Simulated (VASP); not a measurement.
# CeNd (Pm-3m) in VASP: single point with PBE

Aim: the single point of CeNd with PBE.

Program: VASP 6.6.1. These are calculated values, not measurements. Logs are shortened: lines on timing, memory, paths and dates and some standing lists are left out, and cuts for length are marked.

**1. The crystal as given**

It takes space group Pm-3m (No. 221, cubic). The conventional cell has a = 4.249 Å, b = 4.249 Å, c = 4.249 Å, α = 90.00°, β = 90.00°, γ = 90.00°. Nd (site symmetry m-3m) is surrounded by 8 Ce at 3.68 Å. Ce (site symmetry m-3m) is surrounded by 8 Nd at 3.68 Å.

The cell was built by a generator and needn't be a form met in nature.

**2. Single point, PBE, collinear spin, typed start**

Input file INCAR:

```
SYSTEM = CeNd
  PREC = Accurate
  ENCUT = 520
  EDIFF = 1E-6
  ISMEAR = 1
  SIGMA = 0.2819
  LREAL = .False.
  LASPH = .True.
  NELM = 150
  ALGO = Normal
  ISIF = 2
  LWAVE = .False.
  LCHARG = .True.
  ISPIN = 2
  MAGMOM = 3.8 1.5
  LORBIT = 11
  LMAXMIX = 6
  GGA = PE
  LELF = .True.
  LVHAR = .True.
  NBANDS = 24
```

Input file KPOINTS:

```
Automatic mesh
0
Gamma
  4 4 4
  0 0 0
```

Input file POSCAR:

```
CeNd
1.0
    4.2494526300      0.0000000000      0.0000000000
    0.0000000000      4.2494526300      0.0000000000
    0.0000000000      0.0000000000      4.2494526300
Nd Ce
1 1
Direct
    0.0000000000      0.0000000000      0.0000000000
    0.5000000000      0.5000000000      0.5000000000
```

Potentials or basis: VASP PAW PBE potentials, release 64 (Nd, Ce).

Launch:

```
> cat potpaw_PBE.64/Nd/POTCAR potpaw_PBE.64/Ce/POTCAR > POTCAR
> mpirun -np 1 vasp_std > vasp.out
```

OUTCAR:

```text
SYSTEM = CeNd
   PREC = Accurate
   ENCUT = 520
   EDIFF = 1E-6
   ISMEAR = 1
   LREAL = .False.
   LASPH = .True.
   NELM = 150
   ISIF = 2
   ISPIN = 2
   LORBIT = 11
   GGA = PE

 ion  position               nearest neighbor table
   1  0.000  0.000  0.000-
   2  0.500  0.500  0.500-

  LATTYP: Found a simple cubic cell.
 ALAT       =     4.2494526300

  Lattice vectors:

 A1 = (   4.2494526300,   0.0000000000,   0.0000000000)
 A2 = (   0.0000000000,   4.2494526300,   0.0000000000)
 A3 = (   0.0000000000,   0.0000000000,   4.2494526300)

Analysis of symmetry for initial positions (statically):
=====================================================================
 Subroutine PRICEL returns:
 Original cell was already a primitive cell.

 Routine SETGRP: Setting up the symmetry group for a
 simple cubic supercell.

 Subroutine GETGRP returns: Found 48 space group operations
 (whereof 48 operations were pure point group operations)
 out of a pool of 48 trial point group operations.

The static configuration has the point symmetry O_h .

Analysis of symmetry for dynamics (positions and initial velocities):
=====================================================================
 Subroutine PRICEL returns:
 Original cell was already a primitive cell.

 Routine SETGRP: Setting up the symmetry group for a
 simple cubic supercell.

 Subroutine GETGRP returns: Found 48 space group operations
 (whereof 48 operations were pure point group operations)
 out of a pool of 48 trial point group operations.

The dynamic configuration has the point symmetry O_h .

Analysis of structural, dynamic, and magnetic symmetry:
=====================================================================
 Subroutine PRICEL returns:
 Original cell was already a primitive cell.

 Routine SETGRP: Setting up the symmetry group for a
 simple cubic supercell.

 Subroutine GETGRP returns: Found 48 space group operations
 (whereof 48 operations were pure point group operations)
 out of a pool of 48 trial point group operations.

The overall configuration has the point symmetry O_h .

 Subroutine INISYM returns: Found 48 space group operations
 (whereof 48 operations are pure point group operations),
 and found     1 'primitive' translations

----------------------------------------------------------------------------------------

                                     Primitive cell

  volume of cell :      76.7360

  direct lattice vectors                    reciprocal lattice vectors
     4.249452630  0.000000000  0.000000000     0.235324426  0.000000000  0.000000000
     0.000000000  4.249452630  0.000000000     0.000000000  0.235324426  0.000000000
     0.000000000  0.000000000  4.249452630     0.000000000  0.000000000  0.235324426

  length of vectors
     4.249452630  4.249452630  4.249452630     0.235324426  0.235324426  0.235324426

  position of ions in fractional coordinates (direct lattice)
     0.000000000  0.000000000  0.000000000
     0.500000000  0.500000000  0.500000000

  ion indices of the primitive-cell ions
   primitive index   ion index
                 1           1
                 2           2

----------------------------------------------------------------------------------------

 KPOINTS: Automatic mesh

Automatic generation of k-mesh.
 Grid dimensions read from file:
 generate k-points for:    4    4    4

 Generating k-lattice:

  Cartesian coordinates                     Fractional coordinates (reciprocal lattice)
     0.058831106  0.000000000  0.000000000     0.250000000  0.000000000  0.000000000
     0.000000000  0.058831106  0.000000000     0.000000000  0.250000000  0.000000000
     0.000000000  0.000000000  0.058831106     0.000000000  0.000000000  0.250000000

  Length of vectors
     0.058831106  0.058831106  0.058831106

  Shift w.r.t. Gamma in fractional coordinates (k-lattice)
     0.000000000  0.000000000  0.000000000

 Subroutine IBZKPT returns following result:
 ===========================================

 Found     10 irreducible k-points:

 Following reciprocal coordinates:
            Coordinates               Weight
  0.000000  0.000000  0.000000      1.000000
  0.250000  0.000000  0.000000      6.000000
  0.500000  0.000000  0.000000      3.000000
  0.250000  0.250000  0.000000     12.000000
  0.500000  0.250000  0.000000     12.000000
  0.500000  0.500000  0.000000      3.000000
  0.250000  0.250000  0.250000      8.000000
  0.500000  0.250000  0.250000     12.000000
  0.500000  0.500000  0.250000      6.000000
  0.500000  0.500000  0.500000      1.000000
   k-points           NKPTS =     10   k-points in BZ     NKDIM =     10   number of bands    NBANDS=     24
   number of dos      NEDOS =    301   number of ions     NIONS =      2
   total plane-waves  NPLWV =  32768
   dimension x,y,z NGX =    32 NGY =   32 NGZ =   32
   dimension x,y,z NGXF=    64 NGYF=   64 NGZF=   64
   ions per type =               1   1
   NGX,Y,Z   is equivalent  to a cutoff of  12.52, 12.52, 12.52 a.u.
   NGXF,Y,Z  is equivalent  to a cutoff of  25.04, 25.04, 25.04 a.u.
 SYSTEM =  CeNd
   PREC   = accura    normal or accurate (medium, high low for compatibility)
   ISTART =      0    job   : 0-new  1-cont  2-samecut
   ICHARG =      2    charge: 1-file 2-atom 10-const
   ISPIN  =      2    spin polarized calculation?
   LNONCOLLINEAR =      F non collinear calculations
   LSORBIT =      F    spin-orbit coupling
   LASPH  =      T    aspherical Exc in radial PAW
   ENCUT  =  520.0 eV  38.22 Ry    6.18 a.u.   7.90  7.90  7.90*2*pi/ulx,y,z
   NELM   =    150;   NELMIN=  2; NELMDL= -5     # of ELM steps
   EDIFF  = 0.1E-05   stopping-criterion for ELM
   LREAL  =      F    real-space projection
   EDIFFG = 0.1E-04   stopping-criterion for IOM
   NSW    =      0    number of steps for IOM
   IBRION =     -1    ionic relax: 0-MD 1-quasi-New 2-CG
   NFREE  =      0    steps in history (QN), initial steepest desc. (CG)
   ISIF   =      2    stress and relaxation
   ISYM   =      2    0-nonsym 1-usesym 2-fastsym
   POTIM  = 0.5000    time-step for ionic-motion
   TEBEG  =    0.0;   TEEND  =   0.0 temperature during run
   PSTRESS=    0.0 pullay stress
   NELECT =      26.0000    total number of electrons
   NUPDOWN=      -1.0000    fix difference up-down
   EMIN   =  10.00;   EMAX   =-10.00  energy-range for DOS
   EFERMI =   0.00;   METHOD = LEGACY
   ISMEAR =     1;   SIGMA  =   0.28  broadening in eV -4-tet -1-fermi 0-gaus
   EFERMI_NEDOS =   21; number of points for ismear=-14 and -15
   IALGO  =     38    algorithm
   IMIX   =      4    mixing-type and parameters
     AMIX     =   0.40;   BMIX     =  1.00
     AMIX_MAG =   1.60;   BMIX_MAG =  1.00
  volume/ion in A,a.u.               =      38.37       258.92
  Fermi-wavevector in a.u.,A,eV,Ry     =   1.141299  2.156743 17.722466  1.302565
  Thomas-Fermi vector in A             =   2.278000
   LORBIT       =     11    0 simple, 1 ext, 2 COOP (PROOUT), +10 PAW based schemes
   GGA     = PE    functional components
   LHFCALC =     F    Hartree Fock is set to
   AEXX    =    0.0000 exact exchange contribution
   IVDW    =     0    specifies the selected vdW correction
   LEPSILON=     F    determine dielectric tensor
   LRPA    =     F    only Hartree local field effects (RPA)
 spin polarized calculation
 Methfessel and Paxton  Order N= 1 SIGMA  =   0.28
  energy-cutoff  :      520.00
  volume of cell :       76.74
 maximum number of plane-waves:      2103
 NGX is ok and might be reduce to    32
   NGX = 15   NGY = 15   NGZ = 15

 number of electron      25.9999990 magnetization       5.8077054

 Free energy of the ion-electron system (eV)
  ---------------------------------------------------
  ext. energy  EPLUGINS =         0.00000000
  ---------------------------------------------------
  free energy    TOTEN  =       -11.81149581 eV

  energy without entropy =      -11.78409614  energy(sigma->0) =      -11.80236259

 E-fermi :   5.0951     XC(G=0):  -9.4775

 val. band max:        5.0879073930   @ k =   0.5000   0.0000   0.0000
 cond. band min:       5.1046966065   @ k =   0.5000   0.2500   0.0000
 fundamental gap:      0.0167892135
 Fermi energy:         5.0951436937

 spin component 1

 k-point     1 :       0.0000    0.0000    0.0000
  band No.  band energies     occupation
      1     -32.3334      1.00000
      2     -29.8712      1.00000
      3     -13.6021      1.00000
      4     -13.6021      1.00000
      5     -13.6020      1.00000
      6     -12.4914      1.00000
[... 16 lines left out ...]
     23       5.5834     -0.01717
     24       5.5835     -0.01716
[... 219 lines left out ...]
      1     -32.3096      1.00000
      2     -29.8436      1.00000
      3     -13.6401      1.00000
      4     -13.6401      1.00000
      5     -13.6401      1.00000
      6     -12.7716      1.00000
[... 16 lines left out ...]
     23       5.2690      0.07259
     24       5.4841     -0.03248
 Fermi energy:         5.0951436937

 spin component 2

 k-point     1 :       0.0000    0.0000    0.0000
  band No.  band energies     occupation
      1     -30.6799      1.00000
      2     -29.2586      1.00000
      3     -12.4654      1.00000
      4     -12.4654      1.00000
      5     -12.4654      1.00000
      6     -11.7795      1.00000
[... 16 lines left out ...]
     23       7.1466     -0.00000
     24       7.1466     -0.00000
[... 220 lines left out ...]
      2     -29.2340      1.00000
      3     -12.3617      1.00000
      4     -12.3617      1.00000
      5     -12.3617      1.00000
      6     -12.2212      1.00000
[... 16 lines left out ...]
     23       7.1214     -0.00000
     24       7.1214     -0.00000

------------------------ aborting loop because EDIFF is reached ----------------------------------------

  FORCE on cell =-STRESS in cart. coord.  units (eV):
  Direction    XX          YY          ZZ          XY          YZ          ZX
  --------------------------------------------------------------------------------------
  -------------------------------------------------------------------------------------
  Total       -1.1979948     -1.1979948     -1.1979948     -0.0000000      0.0000000      0.0000000
  in kB      -25.0130439    -25.0130439    -25.0130439     -0.0000000      0.0000000      0.0000000
  external PRESSURE =     -25.0130439 kB  Pullay stress =       0.0000000 kB

 VOLUME and BASIS-vectors are now :
 -----------------------------------------------------------------------------
  energy-cutoff  :      520.00
  volume of cell :       76.74
      direct lattice vectors                 reciprocal lattice vectors
     4.249452630  0.000000000  0.000000000     0.235324426  0.000000000  0.000000000
     0.000000000  4.249452630  0.000000000     0.000000000  0.235324426  0.000000000
     0.000000000  0.000000000  4.249452630     0.000000000  0.000000000  0.235324426

 POSITION                                       TOTAL-FORCE (eV/Angst)
 -----------------------------------------------------------------------------------
      0.00000      0.00000      0.00000         0.000000      0.000000      0.000000
      2.12473      2.12473      2.12473         0.000000      0.000000      0.000000
 -----------------------------------------------------------------------------------
    total drift:                                0.000000      0.000000     -0.000000

  FREE ENERGIE OF THE ION-ELECTRON SYSTEM (eV)
  ---------------------------------------------------
  free  energy   TOTEN  =       -11.8114958118 eV

  energy  without entropy=      -11.7840961440  energy(sigma->0) =      -11.80236259

 total charge

# of ion       s       p       d       f       tot
--------------------------------------------------
    1        2.022   5.389   0.486   3.282  11.179
    2        2.097   5.628   0.807   1.078   9.611
--------------------------------------------------
tot          4.120  11.017   1.293   4.360  20.790

 magnetization (x)

# of ion       s       p       d       f       tot
--------------------------------------------------
    1       -0.009  -0.089   0.190   3.263   3.355
    2        0.002   0.007   0.252   1.008   1.270
--------------------------------------------------
tot         -0.006  -0.082   0.442   4.271   4.625
```

Run time: 83 s. Hardware: 1 thread of Intel Xeon Platinum 8488C (Sapphire Rapids), shared host; peak memory 0.23 GiB.

Results:

```
Free energy                                           : -11.8115 eV
Pressure                                              : -2.5 GPa
Band gap on the k mesh                                : none (metal or under the smearing width)
Net moment                                            : 5.81 μB per cell
Site moments                                          : Nd +3.35; Ce +1.27 μB
Valence electrons inside the program's atomic spheres : Nd 11.18; Ce 9.61
```

Levels at points of the mesh, in eV from the Fermi level:
Spin up:
```csv
k point,band 13,band 14,band 15,band 16,band 17,band 18
"(0.00, 0.00, 0.00)",-0.63,-0.63,0.09,0.09,0.09,0.11
"(0.50, 0.00, 0.00)",-0.58,-0.58,-0.01,-0.01,0.04,0.06
"(0.50, 0.50, 0.00)",-0.49,-0.27,-0.27,-0.09,-0.09,0.16
"(0.50, 0.50, 0.50)",-0.27,-0.27,0.13,0.13,0.13,0.14
```
Spin down:
| k point | band 7 | band 8 | band 9 | band 10 | band 11 | band 12 | band 13 | band 14 |
| --- | --- | --- | --- | --- | --- | --- | --- | --- |
| (0.00, 0.00, 0.00) | -16.87 | -16.87 | -3.21 | -1.24 | -1.24 | 0.90 | 0.90 | 0.90 |
| (0.50, 0.00, 0.00) | -17.13 | -17.13 | -0.77 | -0.61 | 0.10 | 0.22 | 0.78 | 0.78 |
| (0.50, 0.50, 0.00) | -16.89 | -16.89 | -1.38 | -1.30 | 0.45 | 0.45 | 0.81 | 0.81 |
| (0.50, 0.50, 0.50) | -17.32 | -17.32 | 0.51 | 0.51 | 0.51 | 0.74 | 0.74 | 0.74 |

Caveat: the k mesh is coarse (spacing up to 0.37 Å⁻¹), so the values aren't converged; the magnetic or orbital state may not be the lowest; spin-orbit coupling is left out, which moves the levels of the heavy elements; without U or exact exchange the open f shell lies at the Fermi level, which spoils levels, moments and volumes. The state reached can hang on the start; a lower one may exist.
